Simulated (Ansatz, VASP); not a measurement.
One calculation of Al2C3, two programs

The input INCAR:

```
PREC = Accurate ; ENCUT = 520
EDIFF = 1E-6 ; ISMEAR = 0
SIGMA = 0.1 ; LREAL = F
LASPH = T ; NELM = 80
ALGO = Normal ; ISIF = 2
LWAVE = F ; LCHARG = F
GGA = PE ; NBANDS = 17
```

File KPOINTS:

```
regular mesh
0
Gamma
  4 4 4
```

Contents of POSCAR:

```
Al2C3
1.0
    4.4042400900      0.0000000000      0.0000000000
    0.0000000000      4.4042400900      0.0000000000
    0.0000000000      0.0000000000      4.4042400900
Al C
2 3
Direct
    0.5000000000      0.5000000000      0.5000000000
    0.0000000000      0.0000000000      0.0000000000
    0.0000000000      0.5000000000      0.5000000000
    0.5000000000      0.0000000000      0.5000000000
    0.5000000000      0.5000000000      0.0000000000
```

Input for Ansatz:

```yaml
crystal:
  lattice:
    - [4.40424009, 0.0, 0.0]
    - [0.0, 4.40424009, 0.0]
    - [0.0, 0.0, 4.40424009]
  atoms:
    - { symbol: Al, position: [0.5, 0.5, 0.5] }
    - { symbol: Al, position: [0.0, 0.0, 0.0] }
    - { symbol: C, position: [0.0, 0.5, 0.5] }
    - { symbol: C, position: [0.5, 0.0, 0.5] }
    - { symbol: C, position: [0.5, 0.5, 0.0] }
basis:
  ecutwfc: 420
kpoints:
  mp_grid: { grid: [4, 4, 4] }
hamiltonian:
  xc: pbe
scf:
  occupations: { method: gaussian, width: 0.1 }
  lower_state_search: "off"
output:
  forces: true
  stress: true
  eigenvalues: true
```

Alike in both runs: task single point; functional PBE; k mesh 4 × 4 × 4; occupations gaussian, width 0.1 eV; no spin polarisation.

|  | VASP | Ansatz |
| --- | --- | --- |
| version | VASP 6.6.1 | Ansatz 0.2.0 |
| potentials or method | VASP PAW PBE potentials, release 64 (Al, C) | scalar-relativistic, plane waves, PAW |
| plane-wave cutoff (eV) | 520 | 420 |
| valence electrons in the cell | 18 | 18 |

```csv
,VASP,Ansatz,Ansatz less VASP
gap on the k mesh at the Fermi level (eV),none,none,-
pressure (GPa),-20.4,-20.4,+0.02
```

A gap of «none» marks a metal or a gap that the smearing closes.

Caveats: so large a pressure means that the cell lies far from this level's equilibrium, or that cutoff or potentials fall short (VASP).
